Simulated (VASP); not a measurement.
Method: r2SCAN meta-GGA, VASP's PBE PAW potentials (set 64) (plane waves; VASP 6.6.1).

Input for VASP

### INCAR
```
SYSTEM = Ru
PREC = Accurate; ENCUT = 480; LREAL = F
LASPH = T
EDIFF = 1E-7; NELM = 100; ALGO = Normal
LMAXMIX = 4; LMIXTAU = T
ISMEAR = 1; SIGMA = 0.1
METAGGA = R2SCAN
ISIF = 2
LWAVE = F; LCHARG = F
```

File KPOINTS:
```
Automatic mesh
0
Gamma
14 14 14
0 0 0
```

File POSCAR:
```
Ru
1
    2.4920882256     0.0000000000     0.0000000000
    0.0000000000     2.4920882256     0.0000000000
    0.0000000000     0.0000000000     2.4920882256
Ru
1
Direct
  0.0000000000   0.0000000000   0.0000000000
```

POTCAR, in this order: Ru_pv (PBE.64 set). Program: vasp_std.

The run wrote:

File OSZICAR:
```
       N       E                     dE             d eps       ncg     rms          rms(c)
DAV:   1     0.845546017206E+02    0.84555E+02   -0.85391E+03  2640   0.128E+03
DAV:   2    -0.277224934449E+02   -0.11228E+03   -0.10742E+03  2751   0.350E+02
DAV:   3    -0.292911648950E+02   -0.15687E+01   -0.15466E+01  3035   0.458E+01
DAV:   4    -0.292971105104E+02   -0.59456E-02   -0.59432E-02  2895   0.306E+00
DAV:   5    -0.292971445746E+02   -0.34064E-04   -0.34064E-04  3017   0.234E-01    0.137E+01
DAV:   6    -0.240218286196E+02    0.52753E+01   -0.59049E+00  2697   0.314E+01    0.162E+00
DAV:   7    -0.242686983395E+02   -0.24687E+00   -0.48956E-01  2670   0.814E+00    0.196E+00
DAV:   8    -0.242428648158E+02    0.25834E-01   -0.96678E-02  2721   0.297E+00    0.598E-01
DAV:   9    -0.242577384935E+02   -0.14874E-01   -0.20530E-02  2697   0.129E+00    0.113E-01
DAV:  10    -0.242586310346E+02   -0.89254E-03   -0.18996E-03  2742   0.389E-01    0.102E-01
DAV:  11    -0.242587098583E+02   -0.78824E-04   -0.38018E-04  2700   0.212E-01    0.204E-02
DAV:  12    -0.242587025198E+02    0.73385E-05   -0.76958E-05  2688   0.913E-02    0.244E-02
DAV:  13    -0.242587008942E+02    0.16256E-05   -0.20950E-05  2694   0.576E-02    0.768E-03
DAV:  14    -0.242587154986E+02   -0.14604E-04   -0.82597E-06  2739   0.220E-02    0.157E-03
DAV:  15    -0.242587176074E+02   -0.21088E-05   -0.23119E-06  2745   0.113E-02    0.628E-04
DAV:  16    -0.242587178403E+02   -0.23287E-06   -0.19085E-07  2661   0.494E-03    0.329E-04
DAV:  17    -0.242587178704E+02   -0.30134E-07   -0.67882E-08  1482   0.272E-03
   1 F= -.24258718E+02 E0= -.24258659E+02  d E =-.175885E-03
```

**OUTCAR**
```
------------------------ aborting loop because EDIFF is reached ----------------------------------------
  FORCE on cell =-STRESS in cart. coord.  units (eV):
  Direction    XX          YY          ZZ          XY          YZ          ZX
  --------------------------------------------------------------------------------------
  Total        0.0844545      0.0844545      0.0844545      0.0000000      0.0000000     -0.0000000
  in kB        8.7426477      8.7426477      8.7426477      0.0000000      0.0000000     -0.0000000
  external PRESSURE =       8.7426477 kB  Pullay stress =       0.0000000 kB
  volume of cell :       15.48
      direct lattice vectors                 reciprocal lattice vectors
     2.492088226  0.000000000  0.000000000     0.401269903  0.000000000  0.000000000
     0.000000000  2.492088226  0.000000000     0.000000000  0.401269903  0.000000000
     0.000000000  0.000000000  2.492088226     0.000000000  0.000000000  0.401269903
 POSITION                                       TOTAL-FORCE (eV/Angst)
 -----------------------------------------------------------------------------------
      0.00000      0.00000      0.00000         0.000000      0.000000      0.000000
 -----------------------------------------------------------------------------------
    total drift:                               -0.000000      0.000000     -0.000000
  FREE ENERGIE OF THE ION-ELECTRON SYSTEM (eV)
  ---------------------------------------------------
  free  energy   TOTEN  =       -24.2587178704 eV

  energy  without entropy=      -24.2585419859  energy(sigma->0) =      -24.25865924
```
(Selected blocks of OUTCAR.)

The structure was generated: Ru was put into the simple-cubic type (Pm-3m), which need not be its known phase. It was relaxed first.
